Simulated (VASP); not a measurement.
# AgCl: excitons from the Bethe-Salpeter equation, part 3 of 3

Aim: the optical spectrum of AgCl with the electron-hole interaction. The cell is of the rock-salt type, one of the forms listed for this formula. The start is a computed cell from the Materials Project.

VASP 6.6.1, plane waves and PAW; the level of theory is named at each step.

So far, lowest excitation (eV): step 5 (BSE, Tamm-Dancoff) 3.89.

### 6. Without the electron-hole attraction

This step: BSE on G0W0 on PBE, without the electron-hole attraction; plane waves and PAW (Ag_GW, Cl_GW) (VASP 6.6.1).

LADDER = .FALSE. removes the attraction and keeps the local fields, which shows what the attraction does.

Contents of INCAR:

```
SYSTEM = AgCl
PREC = Accurate
ENCUT = 300
ISMEAR = 0
SIGMA = 0.01
LREAL = .FALSE.
GGA = PE
NBANDS = 104
ALGO = BSE
NBANDSO = 5
NBANDSV = 4
OMEGAMAX = 25
NEDOS = 1000
CSHIFT = 0.1
PRECFOCK = Fast
LWAVE = .FALSE.
LCHARG = .FALSE.
ENCUTGW = 100
ANTIRES = 0
LADDER = .FALSE.
```

Contents of POSCAR:

```
AgCl
1.0
    0.0000000000      2.7726629968      2.7726629968
    2.7726629968      0.0000000000      2.7726629968
    2.7726629968      2.7726629968      0.0000000000
Ag Cl
1 1
Direct
    0.0000000000      0.0000000000      0.0000000000
    0.5000000000      0.5000000000      0.5000000000
```

Contents of KPOINTS:

```
Automatic mesh
0
Gamma
6 6 6
0 0 0
```

PAW data sets: Ag_GW and Cl_GW (PBE family, release 64).

Run with:

```console
> mpirun -np 8 vasp_std
```

Log:

```text
[banner, memory and clock lines left out]
 LDA part: xc-table for (Slater+PW92), standard interpolation
 found WAVECAR, reading the header
 POSCAR, INCAR and KPOINTS ok, starting setup
 FFT: planning ... GRIDC
 FFT: planning ... GRID_SOFT
 FFT: planning ... GRID
 reading WAVECAR
 the WAVECAR file was read successfully
 initial charge from wavefunction
 available memory per node:     64.83 GB, setting MAXMEM to     66390

 Doing            0  frequencies on each core in blocks of            0
 parallelization over k-points
 Using distributed matrix
 Using distributed eigensolver
 allocating two-electron 4 orbital integral table    5    4    5    4
 BSE setting up matrix
 available memory per node:     64.74 GB, setting MAXMEM to     66289
 Calculate matrix elements of the BSE Hamiltonian:
 Workload is divided into blocks of two-electron 4 orbital integrals computed in
  parallel.
 Each block/integral has dimensions  of (   5,   4,   5,   4) orbitals
 Total number of blocks/integrals:                23436
 Number of spins:                                     1
 Number of kpoints:                                 216
 Spin channel:                                        1
  Number of blocks of unoccupied bands:               1
  Number of blocks of occupied bands:                 1
 Number of rows/columns of blocks:                  216

                                                        Time (sec)
               Integrals                 Ranks       Real         CPU
  [         1 -       1728/     23436]     8         0.59        0.00
  [      1729 -       3456/     23436]     8         1.17        0.00
  [      3457 -       5184/     23436]     8         1.75        0.00
  [      5185 -       6912/     23436]     8         2.32        0.00
  [      6913 -       8640/     23436]     8         2.89        0.00
  [      8641 -      10368/     23436]     8         3.47        0.00
  [     10369 -      12096/     23436]     8         4.03        0.00
  [     12097 -      13824/     23436]     8         4.61        0.00
  [     13825 -      15552/     23436]     8         5.15        0.00
  [     15553 -      17280/     23436]     8         5.71        0.00
  [     17281 -      19008/     23436]     8         6.27        0.00
  [     19009 -      20736/     23436]     8         6.82        0.00
  [     20737 -      22464/     23436]     8         7.38        0.00
  [     22465 -      23328/     23436]     8         7.65        0.00
  [     23329 -      23436/     23436]     8         7.72        0.00

[... 7 parts as in an earlier step ...]
```

The job ended after 19 s (8 MPI ranks of Intel Xeon Platinum 8488C (Sapphire Rapids), shared host; peak memory 2.6 GiB; 2.5 min of CPU time).

Parts of OUTCAR (step 6):

```text
   NELECT =      18.0000    total number of electrons

 E-fermi :   3.7920

[... 8 parts as in an earlier step ...]

[... 2 further parts left out ...]
```

Numbers from this step:

```yaml
lowest_excitation: 4.302 eV
```

The imaginary dielectric function, xx has structure finer than the step of the table below, so its rows give means over 1 eV, whole bins alone (the curve runs from 0 to 25 eV). Peaks (eV: height): 4.8: 4.65, 5.6: 5.60, 6.6: 9.87, 7.6: 4.07, 7.9: 3.81, 8.8: 4.20, 10.8: 3.71.

From 5 filled and 4 empty bands alone, without any pair above OMEGAMAX = 25 eV, so strength is missing wherever others contribute; lines are broadened by CSHIFT, which also makes the tail under the first line. Table of imaginary dielectric function, xx by photon energy; means over each step:

```
photon energy (eV)  imaginary dielectric function, xx
                 1                             0.0104
                 2                             0.0254
                 3                             0.0596
                 4                              0.516
                 5                               2.71
                 6                               3.51
                 7                               5.00
                 8                               2.44
                 9                               2.34
                10                               2.27
                11                               2.86
                12                               2.85
                13                               2.23
                14                               1.02
                15                              0.344
                16                             0.0590
                17                             0.0227
                18                             0.0147
                19                             0.0106
                20                            0.00810
                21                            0.00640
                22                            0.00517
                23                            0.00426
                24                            0.00358
```

The lowest excitation lies at 4.302 eV, +409 meV against the Tamm-Dancoff singlet. No second mesh in this session tests these energies, peaks and heights.

### 7. Independent quasiparticles

This step: BSE on G0W0 on PBE, independent quasiparticles; plane waves and PAW (Ag_GW, Cl_GW) (VASP 6.6.1).

With LADDER and LHARTREE off the pairs don't interact at all, so the lowest line must equal the direct gap.

INCAR: that of step 6 with these lines changed.

```diff
@@ -20 +20,2 @@
 LADDER = .FALSE.
+LHARTREE = .FALSE.
```

POSCAR is that of step 6.

KPOINTS is that of step 6.

Run with:

```console
> mpirun -np 8 vasp_std
```

Log:

```text
[banner, memory and clock lines left out]
 LDA part: xc-table for (Slater+PW92), standard interpolation
 found WAVECAR, reading the header
 POSCAR, INCAR and KPOINTS ok, starting setup
 FFT: planning ... GRIDC
 FFT: planning ... GRID_SOFT
 FFT: planning ... GRID
 reading WAVECAR
 the WAVECAR file was read successfully
 initial charge from wavefunction
 available memory per node:     64.82 GB, setting MAXMEM to     66371

 Doing            0  frequencies on each core in blocks of            0
 parallelization over k-points
 Using distributed matrix
 Using distributed eigensolver
 allocating two-electron 4 orbital integral table    5    4    5    4
 BSE setting up matrix
 available memory per node:     64.72 GB, setting MAXMEM to     66273
 Calculate matrix elements of the BSE Hamiltonian:
 Workload is divided into blocks of two-electron 4 orbital integrals computed in
  parallel.
 Each block/integral has dimensions  of (   5,   4,   5,   4) orbitals
 Total number of blocks/integrals:                23436
 Number of spins:                                     1
 Number of kpoints:                                 216
 Spin channel:                                        1
  Number of blocks of unoccupied bands:               1
  Number of blocks of occupied bands:                 1
 Number of rows/columns of blocks:                  216

                                                        Time (sec)
               Integrals                 Ranks       Real         CPU
  [         1 -       1728/     23436]     8         0.06        0.00
  [      1729 -       3456/     23436]     8         0.12        0.00
  [      3457 -       5184/     23436]     8         0.18        0.00
  [      5185 -       6912/     23436]     8         0.24        0.00
  [      6913 -       8640/     23436]     8         0.30        0.00
  [      8641 -      10368/     23436]     8         0.36        0.00
  [     10369 -      12096/     23436]     8         0.42        0.00
  [     12097 -      13824/     23436]     8         0.48        0.00
  [     13825 -      15552/     23436]     8         0.53        0.00
  [     15553 -      17280/     23436]     8         0.59        0.00
  [     17281 -      19008/     23436]     8         0.65        0.00
  [     19009 -      20736/     23436]     8         0.71        0.00
  [     20737 -      22464/     23436]     8         0.77        0.00
  [     22465 -      23328/     23436]     8         0.80        0.00
  [     23329 -      23436/     23436]     8         0.81        0.00

[... 7 parts as in an earlier step ...]
```

Elapsed: 12 s, on 8 MPI ranks; peak memory 2.6 GiB.

From OUTCAR (step 7):

```text
   NELECT =      18.0000    total number of electrons

 E-fermi :   3.7920

[... 8 parts as in an earlier step ...]

[... 2 further parts left out ...]
```

This step gave:

| Quantity | Value |
| --- | --- |
| lowest excitation | 4.299 eV |

The imaginary dielectric function, xx has structure finer than the step of the table below, so its rows give means over 0.5 eV, whole bins alone (the curve runs from 0 to 25 eV). Peaks (eV: height): 4.80: 4.80, 5.56: 5.38, 6.56: 10.4, 7.63: 4.20, 8.83: 4.57, 9.88: 4.18, 10.71: 4.07.

From 5 filled and 4 empty bands alone, without any pair above OMEGAMAX = 25 eV, so strength is missing wherever others contribute; lines are broadened by CSHIFT, which also makes the tail under the first line. The imaginary dielectric function, xx by photon energy; means over each step:

```csv
photon energy (eV),"imaginary dielectric function, xx"
0.5,0.00500
1.0,0.0105
1.5,0.0169
2.0,0.0253
2.5,0.0375
3.0,0.0579
3.5,0.103
4.0,0.412
4.5,1.36
5.0,2.83
5.5,3.63
6.0,2.16
6.5,7.83
7.0,4.34
7.5,2.68
8.0,2.72
8.5,1.86
9.0,2.85
9.5,2.48
10.0,3.18
10.5,3.60
11.0,2.65
11.5,3.15
12.0,2.90
12.5,2.29
13.0,1.34
13.5,0.741
14.0,0.484
14.5,0.520
15.0,0.121
15.5,0.0679
16.0,0.0347
16.5,0.0250
17.0,0.0185
17.5,0.0151
18.0,0.0128
18.5,0.0109
19.0,0.00950
19.5,0.00832
20.0,0.00737
20.5,0.00656
21.0,0.00589
21.5,0.00530
22.0,0.00480
22.5,0.00436
23.0,0.00399
23.5,0.00366
24.0,0.00336
24.5,0.00310
```

The lowest excitation lies at 4.299 eV, +406 meV against the Tamm-Dancoff singlet. No second mesh in this session tests these energies, peaks and heights.

### 8. Summary

This step: BSE on G0W0 on PBE; plane waves and PAW (VASP 6.6.1).

No new run; the numbers come from the runs before.

Cost is wall time times ranks on a shared host, for this step alone, without the steps before it. Excitations by level:

| level | first excitation (eV) | cost (core minutes) |
| --- | --- | --- |
| BSE, Tamm-Dancoff | 3.893 | 3.47 |
| without the electron-hole attraction | 4.302 | 2.53 |
| independent quasiparticles | 4.299 | 1.57 |

### 9. Summary of results

```yaml
bse_tamm_dancoff: lowest vertical excitation 3.893 eV; direct gap 4.299 eV
without_the_electron_hole_attraction: lowest vertical excitation 4.302 eV; direct gap 4.299 eV
independent_quasiparticles: lowest vertical excitation 4.299 eV; direct gap 4.299 eV
```

In words: The Bethe-Salpeter equation puts the lowest vertical singlet excitation at 3.893 eV, 0.41 eV below the direct gap of 4.299 eV; the states within 10 meV of it carry 34 % of the strength of the strongest such group among the lowest 40 states. The attraction moves the centre of weight of eps2 xx over the computed range by -1.47 eV against the run without the attraction. The spectra were run on one mesh, so the distance from the gap isn't shown to be converged; coarse meshes tend to overstate it. Bands, response cutoff and mesh of the GW step weren't tested in this session. Only vertical pairs enter; the least gap on the mesh is indirect, 2.260 eV, and its phonon-assisted absorption is absent. Only the bands set by NBANDSO and NBANDSV form pairs, and any pair above OMEGAMAX = 25 eV is dropped, so the spectrum is that of this window; the window can cut degenerate bands. Spin-orbit coupling is left out; with Ag in the cell it can split or shift band edges, by an amount that depends on which atoms form them and isn't tested here. Not tabulated here, as repeats of values shown or as unfit to read for their mesh, reference level or band range: eps2 curves (empty bands); eps1 curves and static values (BSE, empty bands, independent quasiparticles, without the electron-hole attraction); line lists of runs without attraction (independent quasiparticles, without the electron-hole attraction).

[Lines on the potential files, build, host, timing and source positions are cut from VASP's logs without a mark.]

[Logs are printed without paths, hosts, clocks, repeated set-up lines and the standing remarks that a program may print on its own settings, such as how far it seeks lower states.]

[Hosts, paths, dates, database ids (printed as entryN), source tags and the programs' standing remarks are cut or masked in the printed files.]

[Pressures printed for these runs are not shown converged in the cutoff: they can be off by several GPa and have the wrong sign.]
